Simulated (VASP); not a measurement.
Computed with TPSS meta-GGA, VASP's PBE PAW potentials (set 64) (plane waves; VASP).

A VASP calculation is set up with these files.

### INCAR
```
# general
SYSTEM =PtAl2
PREC   =Accurate
ENCUT  =520   # plane-wave cut-off (eV)
LREAL  =F   # projection in real space or not
LASPH  =T

# electronic loop
EDIFF  =1E-6
NELM   =100   # most electronic steps
ALGO   =Normal
LMAXMIX=6   # l cut-off of mixed one-centre charges
LMIXTAU=T

# smearing
ISMEAR =1
SIGMA  =0.1   # width (eV)

# functional
METAGGA=TPSS

# ions
IBRION =2   # conjugate gradients
NSW    =60
ISIF   =3   # ions, shape and volume
EDIFFG =-0.02   # ionic stop

# output
LWAVE  =F
LCHARG =F
```

POSCAR:
```
PtAl2
1
   -0.0000000000     2.9471084780     2.9471084780
    2.9471084780    -0.0000000000     2.9471084780
    2.9471084780     2.9471084780    -0.0000000000
Al Pt
2 1
Direct
  0.2500000000   0.2500000000   0.2500000000
  0.7500000000   0.7500000000   0.7500000000
  0.0000000000   0.0000000000   0.0000000000
```

File KPOINTS:
```
kpoints
0
Gamma
 8 8 8
```

POTCAR, in this order: Al Pt (PBE.64 set). Program: vasp_std.

Output of the run:

**OUTCAR**
```
 ion  position               nearest neighbor table
   1  0.250  0.250  0.250-   3 2.55   3 2.55   3 2.55   3 2.55   2 2.95   2 2.95   2 2.95   2 2.95
                             2 2.95   2 2.95
   2  0.750  0.750  0.750-   3 2.55   3 2.55   3 2.55   3 2.55   1 2.95   1 2.95   1 2.95   1 2.95
                             1 2.95   1 2.95
   3  0.000  0.000  0.000-   2 2.55   1 2.55   2 2.55   1 2.55   2 2.55   2 2.55   1 2.55   1 2.55
  LATTYP: Found a face centered cubic cell.
 ALAT       =     5.8942169560
 Subroutine PRICEL returns:
 Original cell was already a primitive cell.
 Subroutine GETGRP returns: Found 48 space group operations
The static configuration has the point symmetry O_h .
The dynamic configuration has the point symmetry O_h .
 Subroutine INISYM returns: Found 48 space group operations
 Subroutine IBZKPT returns following result:
 Found     29 irreducible k-points:

 Following reciprocal coordinates:
            Coordinates               Weight
  0.000000  0.000000  0.000000      1.000000
  0.125000  0.000000  0.000000      8.000000
  0.250000  0.000000  0.000000      8.000000
  0.375000  0.000000  0.000000      8.000000
  0.500000  0.000000  0.000000      4.000000
  0.125000  0.125000  0.000000      6.000000
  0.250000  0.125000  0.000000     24.000000
  0.375000  0.125000  0.000000     24.000000
  0.500000  0.125000  0.000000     24.000000
 -0.375000  0.125000  0.000000     24.000000
 -0.250000  0.125000  0.000000     24.000000
 -0.125000  0.125000  0.000000     12.000000
  0.250000  0.250000  0.000000      6.000000
  0.375000  0.250000  0.000000     24.000000
  0.500000  0.250000  0.000000     24.000000
 -0.375000  0.250000  0.000000     24.000000
 -0.250000  0.250000  0.000000     12.000000
  0.375000  0.375000  0.000000      6.000000
  0.500000  0.375000  0.000000     24.000000
 -0.375000  0.375000  0.000000     12.000000
  0.500000  0.500000  0.000000      3.000000
  0.375000  0.250000  0.125000     24.000000
  0.500000  0.250000  0.125000     48.000000
 -0.375000  0.250000  0.125000     24.000000
  0.500000  0.375000  0.125000     24.000000
 -0.375000  0.375000  0.125000     48.000000
 -0.250000  0.375000  0.125000     24.000000
 -0.375000  0.500000  0.125000     12.000000
 -0.250000  0.500000  0.250000      6.000000
   k-points           NKPTS =     29   k-points in BZ     NKDIM =     29   number of bands    NBANDS=     12
   number of dos      NEDOS =    301   number of ions     NIONS =      3
   total plane-waves  NPLWV =  32768
   dimension x,y,z NGX =    32 NGY =   32 NGZ =   32
   dimension x,y,z NGXF=    64 NGYF=   64 NGZF=   64
   ions per type =               2   1
   PREC   = accura    normal or accurate (medium, high low for compatibility)
   ISTART =      0    job   : 0-new  1-cont  2-samecut
   ICHARG =      2    charge: 1-file 2-atom 10-const
   ISPIN  =      1    spin polarized calculation?
   LNONCOLLINEAR =      F non collinear calculations
   LSORBIT =      F    spin-orbit coupling
   INIWAV =      1    electr: 0-lowe 1-rand  2-diag
   ENCUT  =  520.0 eV  38.22 Ry    6.18 a.u.   7.75  7.75  7.75*2*pi/ulx,y,z
   NELM   =    100;   NELMIN=  2; NELMDL= -5     # of ELM steps
   EDIFF  = 0.1E-05   stopping-criterion for ELM
   LREAL  =      F    real-space projection
   NLSPLINE    = F    spline interpolate recip. space projectors
   LMAXMIX     =    6 max onsite mixed and CHGCAR
   VOSKOWN=      0    Vosko Wilk Nusair interpolation
   EDIFFG = -.2E-01   stopping-criterion for IOM
   NSW    =     60    number of steps for IOM
   NBLOCK =      1;   KBLOCK =     60    inner block; outer block
   IBRION =      2    ionic relax: 0-MD 1-quasi-New 2-CG
   NFREE  =      1    steps in history (QN), initial steepest desc. (CG)
   ISIF   =      3    stress and relaxation
   ISYM   =      2    0-nonsym 1-usesym 2-fastsym
...
```

File OSZICAR:
```
       N       E                     dE             d eps       ncg     rms          rms(c)
DAV:   1     0.784713693646E+02    0.78471E+02   -0.74644E+03   696   0.135E+03
DAV:   2    -0.129947548496E+02   -0.91466E+02   -0.80267E+02   916   0.294E+02
DAV:   3    -0.179370412421E+02   -0.49423E+01   -0.47101E+01   984   0.706E+01
DAV:   4    -0.180653586365E+02   -0.12832E+00   -0.12789E+00   976   0.129E+01
DAV:   5    -0.180703016215E+02   -0.49430E-02   -0.49423E-02  1080   0.241E+00    0.822E+00
DAV:   6    -0.248371754596E+02   -0.67669E+01   -0.14437E+01   696   0.465E+01    0.451E+00
DAV:   7    -0.247590248098E+02    0.78151E-01   -0.25335E+00   820   0.162E+01    0.254E+00
DAV:   8    -0.248310753889E+02   -0.72051E-01   -0.12033E+00   724   0.112E+01    0.948E-01
DAV:   9    -0.248140123644E+02    0.17063E-01   -0.35444E-01   732   0.564E+00    0.137E+00
DAV:  10    -0.248233319599E+02   -0.93196E-02   -0.19518E-01   740   0.472E+00    0.166E-01
DAV:  11    -0.248253106678E+02   -0.19787E-02   -0.40473E-03   844   0.567E-01    0.120E-01
DAV:  12    -0.248259212519E+02   -0.61058E-03   -0.88413E-04   736   0.258E-01    0.495E-02
DAV:  13    -0.248259112614E+02    0.99905E-05   -0.85759E-05   788   0.109E-01    0.256E-02
DAV:  14    -0.248259146953E+02   -0.34339E-05   -0.70747E-05   752   0.961E-02    0.220E-02
DAV:  15    -0.248259372577E+02   -0.22562E-04   -0.31248E-05   748   0.773E-02    0.827E-03
DAV:  16    -0.248259374993E+02   -0.24157E-06   -0.24398E-06   788   0.210E-02
   1 F= -.24825937E+02 E0= -.24826446E+02  d E =-.248259E+02
       N       E                     dE             d eps       ncg     rms          rms(c)
DAV:   1    -0.249533423715E+02   -0.12741E+00   -0.20058E+00   764   0.150E+01    0.228E+00
DAV:   2    -0.248282096339E+02    0.12513E+00   -0.69113E-01   768   0.885E+00    0.706E-01
DAV:   3    -0.248250652269E+02    0.31444E-02   -0.31156E-02   744   0.203E+00    0.276E-01
DAV:   4    -0.248228811397E+02    0.21841E-02   -0.42461E-03   732   0.486E-01    0.121E-01
DAV:   5    -0.248228208499E+02    0.60290E-04   -0.25739E-03   704   0.464E-01    0.501E-02
DAV:   6    -0.248240887571E+02   -0.12679E-02   -0.12420E-03   708   0.286E-01    0.302E-02
DAV:   7    -0.248241474563E+02   -0.58699E-04   -0.64000E-05   764   0.806E-02    0.873E-03
DAV:   8    -0.248241582050E+02   -0.10749E-04   -0.89656E-06   776   0.311E-02    0.245E-03
DAV:   9    -0.248241576914E+02    0.51362E-06   -0.20363E-06   660   0.152E-02
   2 F= -.24824158E+02 E0= -.24824596E+02  d E =0.177981E-02
       N       E                     dE             d eps       ncg     rms          rms(c)
DAV:   1    -0.248695992433E+02   -0.45441E-01   -0.60558E-01   772   0.827E+00    0.131E+00
DAV:   2    -0.248319276140E+02    0.37672E-01   -0.22139E-01   764   0.491E+00    0.391E-01
DAV:   3    -0.248304720626E+02    0.14556E-02   -0.11333E-02   740   0.123E+00    0.103E-01
DAV:   4    -0.248298538351E+02    0.61823E-03   -0.13793E-03   724   0.266E-01    0.507E-02
DAV:   5    -0.248299709046E+02   -0.11707E-03   -0.63538E-04   708   0.228E-01    0.231E-02
DAV:   6    -0.248301933930E+02   -0.22249E-03   -0.36392E-04   712   0.154E-01    0.155E-02
DAV:   7    -0.248302352732E+02   -0.41880E-04   -0.33905E-05   732   0.567E-02    0.542E-03
DAV:   8    -0.248302397957E+02   -0.45225E-05   -0.55784E-06   772   0.236E-02    0.889E-04
DAV:   9    -0.248302390000E+02    0.79574E-06   -0.32014E-07   404   0.710E-03
   3 F= -.24830239E+02 E0= -.24830724E+02  d E =-.430150E-02
```

**OUTCAR**
```
------------------------ aborting loop because EDIFF is reached ----------------------------------------
  FORCE on cell =-STRESS in cart. coord.  units (eV):
  Direction    XX          YY          ZZ          XY          YZ          ZX
  --------------------------------------------------------------------------------------
  Total        0.0078491      0.0078491      0.0078491      0.0000000      0.0000000      0.0000000
  in kB        0.2422619      0.2422619      0.2422619      0.0000000      0.0000000      0.0000000
  external PRESSURE =       0.2422619 kB  Pullay stress =       0.0000000 kB
  volume of cell :       51.91
      direct lattice vectors                 reciprocal lattice vectors
    -0.000000000  2.960768174  2.960768174    -0.168875093  0.168875093  0.168875093
     2.960768174  0.000000000  2.960768174     0.168875093 -0.168875093  0.168875093
     2.960768174  2.960768174 -0.000000000     0.168875093  0.168875093 -0.168875093
 POSITION                                       TOTAL-FORCE (eV/Angst)
 -----------------------------------------------------------------------------------
      1.48038      1.48038      1.48038         0.000000      0.000000     -0.000000
      4.44115      4.44115      4.44115        -0.000000      0.000000      0.000000
      0.00000      0.00000      0.00000         0.000000     -0.000000      0.000000
 -----------------------------------------------------------------------------------
    total drift:                                0.000000      0.000000      0.000000
  FREE ENERGIE OF THE ION-ELECTRON SYSTEM (eV)
  ---------------------------------------------------
  free  energy   TOTEN  =       -24.8302390000 eV

  energy  without entropy=      -24.8316942204  energy(sigma->0) =      -24.83072407

 reached required accuracy - stopping structural energy minimisation
```
(Selected blocks of OUTCAR.)

CONTCAR:
```
PtAl2
   1.00000000000000
    -0.0000000000000000    2.9607681735930345    2.9607681735930345
     2.9607681735930345    0.0000000000000000    2.9607681735930345
     2.9607681735930345    2.9607681735930345   -0.0000000000000000
  Al              Pt
     2     1
Direct
     0.2500000000000000    0.2500000000000000    0.2500000000000000
     0.7500000000000000    0.7500000000000000    0.7500000000000000
     0.0000000000000000    0.0000000000000000    0.0000000000000000
```

The compound is PtAl2 in the fluorite structure. This run relaxes it. Symmetry was kept, so distortions that lower it aren't found. The start is the result of an earlier pass.
